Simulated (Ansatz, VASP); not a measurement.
## KCaSe3: VASP beside Ansatz

File INCAR:

```
PREC = Accurate
ENCUT = 520
EDIFF = 1E-6
ISMEAR = 0
SIGMA = 0.1
LREAL = False
LASPH = True
NELM = 80
ALGO = Normal
ISIF = 2
LWAVE = False
LCHARG = False
GGA = PE
NBANDS = 26
```

File KPOINTS:

```
regular mesh
0
Gamma
  8 8 8
```

File POSCAR:

```
KCaSe3
1.0
    5.5748973192      0.0000000000      0.0000000000
    0.0000000000      5.5748973192      0.0000000000
    0.0000000000      0.0000000000      5.5748973192
K Ca Se
1 1 3
Direct
    0.5000000000      0.5000000000      0.5000000000
    0.0000000000      0.0000000000      0.0000000000
    0.5000000000      0.0000000000      0.0000000000
    0.0000000000      0.5000000000      0.0000000000
    0.0000000000      0.0000000000      0.5000000000
```

Input for Ansatz:

```yaml
crystal:
  lattice:
    - [5.5748973192, 0.0, 0.0]
    - [0.0, 5.5748973192, 0.0]
    - [0.0, 0.0, 5.5748973192]
  atoms:
    - { symbol: K, position: [0.5, 0.5, 0.5] }
    - { symbol: Ca, position: [0.0, 0.0, 0.0] }
    - { symbol: Se, position: [0.5, 0.0, 0.0] }
    - { symbol: Se, position: [0.0, 0.5, 0.0] }
    - { symbol: Se, position: [0.0, 0.0, 0.5] }
basis:
  ecutwfc: 420
kpoints:
  mp_grid: { grid: [8, 8, 8] }
  band_path:
    path:
      - [[0.0, 0.0, 0.0], [0.0, 0.5, 0.0], [0.5, 0.5, 0.0], [0.0, 0.0, 0.0], [0.5, 0.5, 0.5], [0.0, 0.5, 0.0]]
      - [[0.5, 0.5, 0.5], [0.5, 0.5, 0.0]]
    npoints: 14
hamiltonian:
  xc: pbe
scf:
  occupations: { method: gaussian, width: 0.1 }
  n_extra_bands: 12
output:
  forces: true
  stress: true
  eigenvalues: true
  populations: true
  dos: { projected: true, de: 0.02, nscf_kmesh: { grid: [10, 10, 10] } }
  bader: true
  write_density: true
  write_potential: true
  elf: true
  volumetric_format: npy
```

The cell was built by a generator and needn't be a form met in nature.

Alike in both runs: task single point; functional PBE; k mesh 8 × 8 × 8; occupations gaussian, width 0.1 eV; no spin polarisation.

```csv
,VASP,Ansatz
version,VASP 6.6.1,Ansatz 0.2.0
potentials or method,"VASP PAW PBE potentials, release 64 (K_sv, Ca_sv, Se)","scalar-relativistic, plane waves, PAW"
plane-wave cutoff (eV),520,420
valence electrons in the cell,37,67
```

|  | VASP | Ansatz | Ansatz less VASP |
| --- | --- | --- | --- |
| gap on the k mesh at the Fermi level (eV) | none | none | - |
| pressure (GPa) | 0.0 | 0.0 | -0.07 |

A gap of «none» marks a metal or a gap that the smearing closes. The two sets of potentials don't hold the same shells in valence.
